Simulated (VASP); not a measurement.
Given:

```
CsCl
1.0
    4.01692     0.00000     0.00000
    0.00000     4.01692     0.00000
    0.00000     0.00000     4.01692
Cs Cl
1 1
Direct
  0.00000   0.00000   0.00000
  0.50000   0.50000   0.50000
```

Method: rev-vdW-DF2, VASP's PBE PAW potentials (set 64) (plane waves; VASP). Numerical set-up: 520 eV cut-off, 7×7×7 Γ-centred mesh, Gaussian smearing of 0.050 eV, potentials Cs_sv Cl.

Unless said otherwise, spin-orbit coupling is left out, though it shifts the bands of the heavy elements here.

Problem. Predict the energy per atom (σ→0), pressure, band gap (on the k-mesh) with the smallest direct gap where there is one.

Solution. 
| Property | Result |
|---|---|
| band gap (on the k-mesh) | 5.21 eV |
| smallest direct gap (on the k-mesh) | 5.21 eV |
| energy per atom (σ→0) | -1.343 eV/atom |
| pressure | 1.34 GPa |

Total energies compare only between runs with the same potentials, cut-off and functional.

The compound is CsCl in the CsCl type structure. This cell is one point of a volume scan, at 0.94 of the reference volume.
